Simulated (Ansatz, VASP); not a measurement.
# Cross-check of ZnO (zincite) between VASP and Ansatz, part 3 of 3

Wanted: the spread between two codes on one cell, functional and k mesh. The cell is taken from a series of runs on this material, whose earlier steps may have relaxed, scaled, displaced or heated it; both programs get it as it stands.

VASP 6.6.1 and Ansatz 0.2.0.

So far: Starting point; VASP: zone-centre phonons, LDA.

## Step 3: Ansatz: zone-centre phonons, LDA

Level of this step: Ansatz beside VASP: Kohn-Sham DFT, plane waves, LDA (Ansatz).

Ansatz runs on its PAW soft_1 files.

The same cell, functional (in two slightly different forms) and mesh now go to Ansatz, which takes its cutoff from its data sets.

The input, input.yaml:

```yaml
crystal:
  lattice:
    - [3.2084593688, 0.0, 0.0]
    - [-1.6042296844, 2.7786073204, 0.0]
    - [0.0, 0.0, 5.1868651016]
  atoms:
    - { symbol: O, position: [0.6666666667, 0.3333333333, 0.3787407696] }
    - { symbol: O, position: [0.3333333333, 0.6666666667, 0.8787407696] }
    - { symbol: Zn, position: [0.3333333333, 0.6666666667, 0.5002692304] }
    - { symbol: Zn, position: [0.6666666667, 0.3333333333, 0.0002692304] }
kpoints:
  mp_grid: { grid: [15, 15, 10] }
hamiltonian:
  xc: lda
  pseudopotentials: { kind: paw, azcp: { folder: soft_1 }, xc_functional: pbe }
scf:
  occupations: { method: fixed }
output:
  eigenvalues: true
phonons:
  method: dfpt
  dielectric: true
  rigid_motions: translations
```

The run is started by

```sh
> ansatz run input.yaml --threads 8 --pin off --max-ram 16384MiB --backend cpu --events-out ev --progress --plain --runs-dir out
```

Numbers of over 12 decimals in the logs are rounded to 6 here.

What it wrote:

```text
Engine: ansatz 0.2.0, aarch64-unknown-linux-gnu
Pseudopotentials: kind: paw
Pseudopotential: O, paw, valence charge 6, recommended cutoff 420 eV (normal), soft_1/O.paw.azcp
Pseudopotential: Zn, paw, valence charge 12, recommended cutoff 420 eV (normal), soft_1/Zn.paw.azcp
Functional definition: SPW92
  exchange = slater_x
  correlation = pw_c
Crystal: 4 atoms, lattice volume = 46.241 Å³
Basis set: ecut = 420 eV, 917 PW (Γ), exchange–correlation on 48×48×72 points (8 copies of the dense FFT grid, shifted against one another)
Bands: 22, of which v1, the nominal top of the filled ones, is band 18 counted from 1 (17 counted from 0)
Symmetry: 12 space group operations
k-points: 608 of 2250 (irreducible under 2 space group operations, time reversal used)
Non-local potential: O, projectors of the file, l = 0: 2, l = 1: 2, l = 2: 1
Non-local potential: Zn, projectors of the file, l = 0: 2, l = 1: 2, l = 2: 3, l = 3: 1
PAW form: soft (Blöchl's): semilocal exchange-correlation on the pseudo side does not see the compensation charge
PAW frozen core: O, regenerated for the run's functional, and the local potential with it (the file was generated under x = pbe(κ = 0.804, μ = 0.219515), c = pbe(β = 0.066725))
PAW frozen core: Zn, regenerated for the run's functional, and the local potential with it (the file was generated under x = pbe(κ = 0.804, μ = 0.219515), c = pbe(β = 0.066725))
PAW one-centre angular grid: O, 110 points (default); XC on 64 Gauss nodes
PAW one-centre angular grid: Zn, 590 points (default); XC on 64 Gauss nodes
Initial density: superposition of atomic densities (chi_scale 0.1, normalization cell, long waves kept (reshape's long-wave potential 0.00 eV rms))
Initial wavefunctions: pseudopotential atomic-orbital guess
Functional: x = slater, c = lda
SCF iter   1: F=—  HF=-7604.905945 eV  |F-HF|=—  |Δ(HF+E_count)|=         —  Δρ=1.10e-1  dr2=3.00e0  ethr=3.10e-3  ⟨swp⟩=4.4  Hψ=62738  notcnv=0  defer=1109
preconditioner: auto → Resta (q_TF=auto, 2.617 Å⁻¹)  ε∞=6.5  [insulator: Δε(μ)=1.225 eV  Ē_g=14.001 eV  n_scr=22 (ndim 8)  ℏωp=32.8 eV  f_vac=0.000  ε∞_Penn≈6.5]
SCF iter   2: F=—  HF=-7604.070719 eV  |F-HF|=—  |Δ(HF+E_count)|=   8.35e-1  Δρ=2.20e-2  dr2=2.04e-1  ethr=3.10e-3  ⟨swp⟩=2.4  Hψ=30531  notcnv=0  defer=650
SCF iter   3: F=—  HF=-7603.959548 eV  |F-HF|=—  |Δ(HF+E_count)|=   1.11e-1  Δρ=1.79e-2  dr2=1.24e-1  ethr=5.67e-4  ⟨swp⟩=2.0  Hψ=29209  notcnv=0  defer=1191
SCF iter   4: F=—  HF=-7603.941377 eV  |F-HF|=—  |Δ(HF+E_count)|=   1.82e-2  Δρ=7.72e-3  dr2=1.22e-2  ethr=3.44e-4  ⟨swp⟩=2.0  Hψ=24335  notcnv=0  defer=1207
SCF iter   5: F=—  HF=-7603.947950 eV  |F-HF|=—  |Δ(HF+E_count)|=   6.57e-3  Δρ=3.38e-3  dr2=4.53e-3  ethr=3.39e-5  ⟨swp⟩=2.0  Hψ=29186  notcnv=0  defer=1211
SCF iter   6: F=—  HF=-7603.946633 eV  |F-HF|=—  |Δ(HF+E_count)|=   1.32e-3  Δρ=1.21e-3  dr2=3.57e-4  ethr=1.26e-5  ⟨swp⟩=2.3  Hψ=24673  notcnv=0  defer=1211
SCF iter   7: F=—  HF=-7603.946738 eV  |F-HF|=—  |Δ(HF+E_count)|=   1.05e-4  Δρ=2.86e-4  dr2=2.08e-5  ethr=9.91e-7  ⟨swp⟩=2.0  Hψ=23874  notcnv=0  defer=1203
SCF iter   8: F=—  HF=-7603.946740 eV  |F-HF|=—  |Δ(HF+E_count)|=   2.05e-6  Δρ=3.48e-5  dr2=6.27e-7  ethr=5.79e-8  ⟨swp⟩=2.0  Hψ=21215  notcnv=0
SCF iter   9: F=—  HF=-7603.946740 eV  |F-HF|=—  |Δ(HF+E_count)|=   5.80e-7  Δρ=8.63e-6  dr2=2.40e-8  ethr=1.74e-9  ⟨swp⟩=2.4  Hψ=24383  notcnv=0
SCF iter  10: F=—  HF=-7603.946740 eV  |F-HF|=—  |Δ(HF+E_count)|=  5.18e-10  Δρ=8.63e-7  dr2=4.06e-10  ethr=6.67e-11  ⟨swp⟩=2.8  Hψ=25450  notcnv=0
SCF iter  11: F=-7603.946740 eV  HF=-7603.946740 eV  |F-HF|=1.82e-12  |Δ(HF+E_count)|=  1.64e-11  Δρ=1.65e-7  dr2=1.06e-11  ethr=1.00e-12  ⟨swp⟩=7.2  Hψ=81370  notcnv=0
SCF 1 converged in 11 iterations: F = -7603.946740 eV  dr2 = 1.06e-11
  greatest PAW one-centre occupation: 0.988 electrons in one spin orbital (limit 2), on the Zn atom at site 2 (counted from 0), in its partial waves of l = 2
NSCF: frozen V_eff on 4 k-points
DFPT response loops at Γ: preconditioner auto → Resta (q_TF=auto, 2.617 Å⁻¹)  ε∞=8.9 (no band partly filled); β = 1.00, the filter's whole step (`scf.mixing.beta` (0.50) is not read by the response loops at its default; to damp them type it under 1.00, their step now; it binds the ground state too); Broyden in place of MSR1
── the response to a field inside a basis, on 16×16×10 k-points: an SCF that follows is theirs, and a resumed run solves both again ──
Bands: 19, of which v1, the nominal top of the filled ones, is band 18 counted from 1 (17 counted from 0)
k-points: 360 of 2560 (irreducible under 4 space group operations, time reversal used)
Initial density: handed on by an earlier stage of this run
Initial wavefunctions: pseudopotential atomic-orbital guess (no wavefunctions were taken with the density)
Eigensolver: Dense (360 Hₖ)
SCF iter   1: F=—  HF=-7603.948686 eV  |F-HF|=—  |Δ(HF+E_count)|=         —  Δρ=6.09e-4  dr2=2.85e-5  ethr=1.00e-1
preconditioner: auto → Resta (q_TF=auto, 2.617 Å⁻¹)  ε∞=11.0  [insulator: Δε(μ)=0.967 eV  Ē_g=10.371 eV  n_scr=22 (ndim 8)  ℏωp=32.8 eV  f_vac=0.028  ε∞_Penn≈11.0]
SCF iter   2: F=—  HF=-7603.948680 eV  |F-HF|=—  |Δ(HF+E_count)|=   6.40e-6  Δρ=3.54e-4  dr2=1.95e-5  ethr=7.93e-8
SCF iter   3: F=—  HF=-7603.948677 eV  |F-HF|=—  |Δ(HF+E_count)|=   2.58e-6  Δρ=1.08e-4  dr2=9.90e-7  ethr=5.41e-8
SCF iter   4: F=—  HF=-7603.948676 eV  |F-HF|=—  |Δ(HF+E_count)|=   1.32e-6  Δρ=2.50e-5  dr2=1.79e-7  ethr=2.75e-9
SCF iter   5: F=-7603.948676 eV  HF=-7603.948676 eV  |F-HF|=2.83e-8  |Δ(HF+E_count)|=   2.74e-8  Δρ=1.13e-5  dr2=1.35e-8  ethr=4.97e-10
SCF 1 converged in 5 iterations: F = -7603.948676 eV  dr2 = 1.35e-8
DFPT response loops at Γ: preconditioner auto → Resta (q_TF=auto, 2.617 Å⁻¹)  ε∞=7.9 (no band partly filled); β = 1.00, the filter's whole step (`scf.mixing.beta` (0.50) is not read by the response loops at its default; to damp them type it under 1.00, their step now; it binds the ground state too); Broyden in place of MSR1
WARN: field response: inside a basis, on 16×16×10 points, no mesh in reach settles it: take ε∞, Z* and everything formed from them with what they may err, as stated (eps_inf_uncertainty, zstar_uncertainty_e), and compare with field_mesh: kpoints on a denser kpoints.mp_grid
WARN: field response: ε∞ stands inside a basis, on 16×16×10 points; the force constants stand on the 15×15×10 k-mesh, whose period is 12.40 times the interband length at k = (0.0000, 0.0000, 0.0000), direct gap 0.763 eV, under 14: take them and everything formed from them as unconverged, and compare with a denser kpoints.mp_grid
SCF converged after 11 iterations
Free energy (F): -7603.946740 eV
Harris-Foulkes:  -7603.946740 eV  (|F-HF|=1.82e-12)
Internal energy: -7603.946740 eV  (E = F + TS)
E sigma→0 (E₀):  -7603.946740 eV
Fermi energy:    7.175779 eV
--- Per-component energies (eV) ---
  E_band       = 59.360337
  E_kinetic    = 630.273651
  E_local      = -4400.185192  (includes V_loc(G=0)·N_el)
  E_nonlocal   = 1762.931432
  E_hartree    = 1644.795368
  E_xc         = -295.180559
  E_vxc        = -282.893900  (∫ρ·V_xc dr)
  E_paw        = -3958.345976  (= ΣΔE_a)
  E_vpaw       = -940.357787  (= ΣTr[D̂ρ^β])
  E_aug_tail   = 0.001269  (compensation charges beyond the density's cutoff)
  E_ewald      = -2991.544864
  E_core_change = 3.308130  (= ΣΔE_core)
  E_smearing   = -0.000000  (= −TS)
  E_closure    = -0.000000  (closes the sum)
  Σ components = -7603.946740   (vs F -7603.946740, Δ=0.00e0)
--- Band table (eV; the first three rows and the last of 608) ---
  k-point 0: bands = [... 14 lower, 6.3395, 7.0744, 7.1758, 7.1758, 7.9389, 12.3858, 15.2992, 20.0618]
  k-point 1: bands = [... 14 lower, 6.3602, 6.8093, 7.1555, 7.1555, 8.2355, 12.2972, 15.3762, 20.0620]
  k-point 2: bands = [... 14 lower, 6.4204, 6.4204, 7.0973, 7.0973, 8.7811, 12.0447, 15.6027, 19.8311]
  k-point 607: bands = [... 14 lower, 4.3857, 4.4316, 5.9075, 6.0430, 12.6443, 14.6263, 15.6711, 15.8381]
--- Phonons (Γ-DFPT): 4 representative perturbations + reference, on 608 of 2250 k-points (Σ response iterations 15) ---
  k mesh reduced under 2 symmetry operations, with k and −k counted as one. Each operation leaves every solved perturbation unchanged. A smaller set is not considered because the run solves the response to a homogeneous field
  ASR residual: 1.173e-4 → 0.000e0 eV/Å²; symmetrization residual: 4.173e-6 eV/Å²
  ASR residual per site (eV/Å²): 1.17e-4 1.17e-4 6.04e-5 6.04e-5
  Γ frequencies (cm⁻¹): 0.00 0.00 0.00 93.18 93.18 256.24 373.93 392.74 392.74 424.30 424.30 537.94
  ε∞ (high-frequency dielectric tensor):
        5.133875    -0.000000     0.000000
        0.000000     5.133875    -0.000000
        0.000000    -0.000000     5.184892
  ε⁰ (static dielectric tensor: ions relaxed, cell fixed):
        9.815718    -0.000000     0.000000
       -0.000000     9.815718    -0.000000
        0.000000    -0.000000    10.636377
  ε⁰ − ε∞ (ionic part):
        4.681843    -0.000000     0.000000
       -0.000000     4.681843    -0.000000
        0.000000    -0.000000     5.451484
  softest optical mode at Γ: 93.18 cm⁻¹; the repairs (sum rule, projections) moved no ω² at Γ by more than (1.69 cm⁻¹)²
  Born effective charges Z* (e; rows j = field, columns β = displacement):
    site 0:
        -2.08843    0.00000   -0.00000
         0.00000   -2.08843   -0.00000
        -0.00000    0.00000   -2.14562
    site 1:
        -2.08843   -0.00000   -0.00000
         0.00000   -2.08843    0.00000
        -0.00000    0.00000   -2.14562
    site 2:
         2.08843    0.00000    0.00000
        -0.00000    2.08843    0.00000
         0.00000   -0.00000    2.14562
    site 3:
         2.08843   -0.00000    0.00000
        -0.00000    2.08843   -0.00000
         0.00000   -0.00000    2.14562
  Z* charge neutrality: 1.282e-3 e pre-enforcement
  solved inside a basis spanned on kpoints, on 16×16×10 k-points, which do not settle them: ε∞ is read to err by 5.9e-2, Z* by 3.9e-2 e (field_mesh: kpoints solves on kpoints); Z* is corrected for what the basis lacks
  optical modes at Γ without the LO–TO term, one row a degenerate level:
      ω (cm⁻¹)  modes    IR ((D/Å)²/amu)
         93.18      2             0.0000
        256.24      1             0.0000
        373.93      1            16.5262
[...]
optical modes at Γ + LO–TO along q̂ = [1.0000, 0.0000, 0.0000]:
      ω (cm⁻¹)  modes    IR ((D/Å)²/amu)
[...]
optical modes at Γ + LO–TO along q̂ = [0.0000, 1.0000, 0.0000]:
      ω (cm⁻¹)  modes    IR ((D/Å)²/amu)
[...]
537.94      1             0.0000
        543.06      1            15.6569
  optical modes at Γ + LO–TO along q̂ = [0.0000, 0.0000, 1.0000]:
      ω (cm⁻¹)  modes    IR ((D/Å)²/amu)
         93.18      2             0.0000
        256.24      1             0.0000
        392.74      2            31.3138
        424.30      2             0.0000
        535.58      1            16.5262
        537.94      1             0.0000
```

## Step 4: Side by side

Known differences besides the potentials themselves: fixed occupations in Ansatz, narrow Gaussian smearing in VASP; VASP's response is taken on the typed mesh, Ansatz refines its own for the field response alone; the cutoff is 420 eV in Ansatz and 600 eV in VASP; VASP's log shows a relativistic correction to its local exchange, Ansatz's none; VASP's log repeats an internal error in its field response. Total energies have different zeros and are not compared.

Compared:

| quantity | Ansatz | VASP | difference |
| --- | --- | --- | --- |
| ε∞ xx | 5.13 | 5.13 | -0.01 % |
| ε∞ yy | 5.13 | 5.13 | -0.01 % |
| ε∞ zz | 5.18 | 5.14 | +0.91 % |
| Born charge of O1 (mean of the diagonal) (e) | -2.11 | -2.10 | -0.01 |
| Born charge of Zn3 (mean of the diagonal) (e) | 2.11 | 2.10 | +0.01 |
| optical mode 1 to 2 (cm⁻¹) | 93.2 | 91.7 | +1.66 % |
| optical mode 3 (cm⁻¹) | 256.2 | 259.3 | -1.20 % |
| optical mode 4 (cm⁻¹) | 373.9 | 384.0 | -2.62 % |
| optical mode 5 to 6 (cm⁻¹) | 392.7 | 402.7 | -2.47 % |
| optical mode 7 to 8 (cm⁻¹) | 424.3 | 434.7 | -2.40 % |
| optical mode 9 (cm⁻¹) | 537.9 | 544.6 | -1.22 % |

Modes are paired by rising frequency, not by their patterns, so a pair may set unlike modes beside each other; they are those without the splitting of longitudinal modes.

## Step 5: Summary of results

```yaml
r_m_s_difference_of_the_optical_zone_centre_modes_each_program_s_sorted_by_frequency_zone_centre_phonons_lda: 8.0 cm⁻¹
difference_in_optical_mode_4_zone_centre_phonons_lda: -2.6 %
```

What this shows: The r.m.s. difference of the optical zone-centre modes, each program's sorted by frequency is 8.0 cm⁻¹ (zone-centre phonons, LDA). Among the rows given in per cent, the largest difference of the zone-centre phonons, LDA pair is in optical mode 4, -2.6 %. How closely two codes agree says nothing of how well the functional describes the real material.

[Lines on the potential files, build, host, timing and source positions are cut from VASP's logs without a mark.]

[Logs are printed without paths, hosts, clocks, repeated set-up lines and the standing remarks that a program may print on its own settings, such as how far it seeks lower states.]

[Hosts, paths, dates, database ids (printed as entryN), source tags and the programs' standing remarks are cut or masked in the printed files.]
